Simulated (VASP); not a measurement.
## Te2Mo: band structure with PBE+D3(BJ)

The system is Te2Mo.

```
CELL_PARAMETERS angstrom
3.49569 0.00000 0.00000
-1.74784 3.02735 0.00000
0.00000 0.00000 13.69485
ATOMIC_POSITIONS crystal
Te 0.33333 0.66667 0.61724
Te 0.66667 0.33333 0.11724
Te 0.33333 0.66667 0.88276
Te 0.66667 0.33333 0.38276
Mo 0.33333 0.66667 0.25000
Mo 0.66667 0.33333 0.75000
```

| Quantity | Value |
| --- | --- |
| Program | VASP 6.6.1 |
| Task | band structure |
| Functional | PBE |
| Dispersion | D3(BJ) |
| Potentials or basis | VASP PAW PBE potentials, release 64 (Te, Mo_sv) |
| Cutoff | 520 eV |
| k mesh | 9 × 9 × 2 |
| Occupations | gaussian, width 0.03 eV |
| Spin | spin-orbit coupling, no magnetisation |
| Further INCAR settings | ALGO = Normal; EDIFF = 1e-06; NBANDS = 70 |

```yaml
Pressure: 0.1 GPa
Largest_force: 0.021 eV/Å
Valence_electrons_inside_the_program's_atomic_spheres: Te 3.43; Mo 12.40
Dispersion_energy_per_atom: -0.554 eV
```

Forces in eV/Å, atoms in the order of the input:
```
Te   0.000  0.000 -0.021
Te   0.000  0.000 -0.021
Te   0.000  0.000  0.021
Te   0.000  0.000  0.021
Mo   0.000  0.000  0.000
Mo   0.000  0.000  0.000
```

It took 14 min on 2 MPI ranks on Intel(R) Xeon(R) Platinum 8559C (Emerald Rapids), on a shared host, peak memory 0.89 GiB a rank.
